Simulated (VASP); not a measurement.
Input for VASP

INCAR:
```
SYSTEM  =  CaF2
PREC  =  Accurate; ENCUT  =  520; LREAL  =  F
LASPH  =  T
EDIFF  =  1E-6; NELM  =  100; ALGO  =  Normal
ISMEAR  =  0; SIGMA  =  0.05
GGA  =  ML; LUSE_VDW  =  T; AGGAC  =  0.0
ZAB_VDW  =  -1.8867
IBRION  =  2; NSW  =  60; ISIF  =  3
EDIFFG  =  -0.02
LWAVE  =  F; LCHARG  =  F
```

File KPOINTS:
```
Regular mesh
0
gamma
 6 6 6
0 0 0
```

**POSCAR**
```
CaF2
1
    0.0000000000     2.7717112955     2.7717112955
    2.7717112955     0.0000000000     2.7717112955
    2.7717112955     2.7717112955     0.0000000000
Ca F
1 2
Direct
  0.0000000000   0.0000000000   0.0000000000
  0.2500000000   0.2500000000   0.2500000000
  0.7500000000   0.7500000000   0.7500000000
```

POTCAR, in this order: Ca_sv F (PBE.64 set). Program: vasp_std.

Task: Translate this vdW-DF2 calculation to Quantum ESPRESSO's pw.x.

Result: One equivalent input (not run):
```
&CONTROL
  calculation = 'vc-relax'
  pseudo_dir = './pseudo'
  outdir = './out'
  tprnfor = .true.
  tstress = .true.
  nstep = 60
  forc_conv_thr = 0.00078
/
&SYSTEM
  ibrav = 0
  nat = 3
  ntyp = 2
  ecutwfc = 84
  occupations = 'smearing'
  smearing = 'gaussian'
  degauss = 0.003675
  input_dft = 'vdw-df2'
/
&ELECTRONS
  conv_thr = 7.3e-08
  electron_maxstep = 100
/
&IONS
/
&CELL
/
ATOMIC_SPECIES
  Ca 40.078 Ca.upf
  F 18.998 F.upf
CELL_PARAMETERS angstrom
     0.0000000    2.7717113    2.7717113
     2.7717113    0.0000000    2.7717113
     2.7717113    2.7717113    0.0000000
ATOMIC_POSITIONS crystal
  Ca   0.0000000  0.0000000  0.0000000
  F    0.2500000  0.2500000  0.2500000
  F    0.7500000  0.7500000  0.7500000
K_POINTS automatic
  6 6 6 0 0 0
```
The two are equivalent in intent, not identical: the potentials are each code's own (VASP's PAW set, PseudoDojo norm-conserving files in pw.x), so ENCUT and ecutwfc are chosen apart and not converted; conv_thr bounds pw.x's estimated SCF error, while EDIFF bounds the energy change between steps; forc_conv_thr acts on force components and is met together with etot_conv_thr.

The compound is CaF2 in the fluorite structure. This run relaxes it. Symmetry was kept, so distortions that lower it aren't found. The start is the result of an earlier pass.
